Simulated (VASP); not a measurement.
Method: MS2 meta-GGA, VASP's PBE PAW potentials (set 64) (plane waves; VASP 6.6.1).

Input for VASP

**INCAR**
```
! general
SYSTEM  = ZnSe
PREC    = Accurate
ENCUT   = 520   ! plane-wave cut-off (eV)
LREAL   = .False.   ! projection in real space or not
LASPH   = .True.   ! aspherical one-centre terms

! electronic loop
EDIFF   = 1E-7   ! SCF stop (eV)
NELM    = 100   ! most electronic steps
ALGO    = Normal   ! blocked Davidson
LMAXMIX = 4
LMIXTAU = .True.

! smearing
ISMEAR  = 0   ! Gaussian
SIGMA   = 0.05

! functional
METAGGA = MS2

! ions
ISIF    = 2   ! forces and stress, cell fixed

! output
LWAVE   = .False.
LCHARG  = .False.
```

POSCAR:
```
ZnSe
1
    0.0000000000     2.8245001632     2.8245001632
    2.8245001632     0.0000000000     2.8245001632
    2.8245001632     2.8245001632     0.0000000000
Zn Se
1 1
Direct
  1.0000000000   0.0000000000   0.0000000000
  0.2500000000   0.2500000000   0.2500000000
```

**KPOINTS**
```
K-points
0
G
8 8 8
0 0 0
```

POTCAR, in this order: Zn Se (PBE.64 set). Program: vasp_std.

Output

### OUTCAR
```
 ion  position               nearest neighbor table
   1  0.000  0.000  0.000-   2 2.45   2 2.45   2 2.45   2 2.45
   2  0.250  0.250  0.250-   1 2.45   1 2.45   1 2.45   1 2.45
  LATTYP: Found a face centered cubic cell.
 ALAT       =     5.6490003264
 Subroutine PRICEL returns:
 Original cell was already a primitive cell.
 Subroutine GETGRP returns: Found 24 space group operations
The static configuration has the point symmetry T_d .
The dynamic configuration has the point symmetry T_d .
 Subroutine INISYM returns: Found 24 space group operations
 Subroutine IBZKPT returns following result:
 Found     29 irreducible k-points:

 Following reciprocal coordinates:
            Coordinates               Weight
  0.000000  0.000000  0.000000      1.000000
  0.125000  0.000000  0.000000      8.000000
  0.250000  0.000000  0.000000      8.000000
  0.375000  0.000000  0.000000      8.000000
  0.500000  0.000000  0.000000      4.000000
  0.125000  0.125000  0.000000      6.000000
  0.250000  0.125000  0.000000     24.000000
  0.375000  0.125000  0.000000     24.000000
  0.500000  0.125000  0.000000     24.000000
 -0.375000  0.125000  0.000000     24.000000
 -0.250000  0.125000  0.000000     24.000000
 -0.125000  0.125000  0.000000     12.000000
  0.250000  0.250000  0.000000      6.000000
  0.375000  0.250000  0.000000     24.000000
  0.500000  0.250000  0.000000     24.000000
 -0.375000  0.250000  0.000000     24.000000
 -0.250000  0.250000  0.000000     12.000000
  0.375000  0.375000  0.000000      6.000000
  0.500000  0.375000  0.000000     24.000000
 -0.375000  0.375000  0.000000     12.000000
  0.500000  0.500000  0.000000      3.000000
  0.375000  0.250000  0.125000     24.000000
  0.500000  0.250000  0.125000     48.000000
 -0.375000  0.250000  0.125000     24.000000
...
```

### OSZICAR
```
       N       E                     dE             d eps       ncg     rms          rms(c)
DAV:   1     0.710116349806E+02    0.71012E+02   -0.84916E+03   754   0.147E+03
DAV:   2    -0.117533693324E+02   -0.82765E+02   -0.79135E+02   804   0.261E+02
DAV:   3    -0.167365483281E+02   -0.49832E+01   -0.49602E+01   939   0.648E+01
DAV:   4    -0.167762733308E+02   -0.39725E-01   -0.39720E-01   789   0.639E+00
DAV:   5    -0.167764432332E+02   -0.16990E-03   -0.16990E-03   919   0.420E-01    0.640E+00
DAV:   6    -0.827357847616E+01    0.85029E+01   -0.71758E+00   754   0.830E+01    0.529E+00
DAV:   7    -0.840215158887E+01   -0.12857E+00   -0.11769E+00   759   0.199E+01    0.270E+00
DAV:   8    -0.840271675180E+01   -0.56516E-03   -0.43580E-01   754   0.134E+01    0.913E-01
DAV:   9    -0.861848310569E+01   -0.21577E+00   -0.32800E-01   754   0.741E+00    0.339E-01
DAV:  10    -0.845282067470E+01    0.16566E+00   -0.20996E-01   754   0.522E+00    0.117E-01
DAV:  11    -0.845409443889E+01   -0.12738E-02   -0.12342E-02   789   0.123E+00    0.817E-02
DAV:  12    -0.845458106073E+01   -0.48662E-03   -0.34106E-04   889   0.189E-01    0.904E-02
DAV:  13    -0.845553752629E+01   -0.95647E-03   -0.79919E-04   764   0.418E-01    0.464E-02
DAV:  14    -0.845555722050E+01   -0.19694E-04   -0.33847E-04   819   0.278E-01    0.342E-02
DAV:  15    -0.845583909757E+01   -0.28188E-03   -0.13591E-04   779   0.185E-01    0.268E-02
DAV:  16    -0.845588251894E+01   -0.43421E-04   -0.53476E-05   759   0.910E-02    0.690E-03
DAV:  17    -0.845588333320E+01   -0.81426E-06   -0.85154E-07   909   0.132E-02    0.782E-03
DAV:  18    -0.845589809022E+01   -0.14757E-04   -0.15160E-05   754   0.428E-02    0.407E-03
DAV:  19    -0.845590480949E+01   -0.67193E-05   -0.28565E-06   884   0.126E-02    0.379E-03
DAV:  20    -0.845590383583E+01    0.97367E-06   -0.21608E-07   764   0.759E-03    0.293E-03
DAV:  21    -0.845590306424E+01    0.77159E-06   -0.66843E-07   774   0.918E-03    0.866E-04
DAV:  22    -0.845590305807E+01    0.61693E-08   -0.38346E-08   457   0.271E-03
   1 F= -.84559031E+01 E0= -.84559031E+01  d E =-.164088E-11
```

**OUTCAR**
```
------------------------ aborting loop because EDIFF is reached ----------------------------------------
  FORCE on cell =-STRESS in cart. coord.  units (eV):
  Direction    XX          YY          ZZ          XY          YZ          ZX
  --------------------------------------------------------------------------------------
  Total        0.0033865      0.0033865      0.0033865      0.0000000     -0.0000000      0.0000000
  in kB        0.1203943      0.1203943      0.1203943      0.0000000     -0.0000000      0.0000000
  external PRESSURE =       0.1203943 kB  Pullay stress =       0.0000000 kB
  volume of cell :       45.07
      direct lattice vectors                 reciprocal lattice vectors
     0.000000000  2.824500163  2.824500163    -0.177022472  0.177022472  0.177022472
     2.824500163  0.000000000  2.824500163     0.177022472 -0.177022472  0.177022472
     2.824500163  2.824500163  0.000000000     0.177022472  0.177022472 -0.177022472
  FREE ENERGIE OF THE ION-ELECTRON SYSTEM (eV)
  ---------------------------------------------------
  free  energy   TOTEN  =        -8.4559030581 eV

  energy  without entropy=       -8.4559030581  energy(sigma->0) =       -8.45590306
```
(Selected blocks of OUTCAR.)

The compound is ZnSe in the zinc blende structure. It was relaxed first.
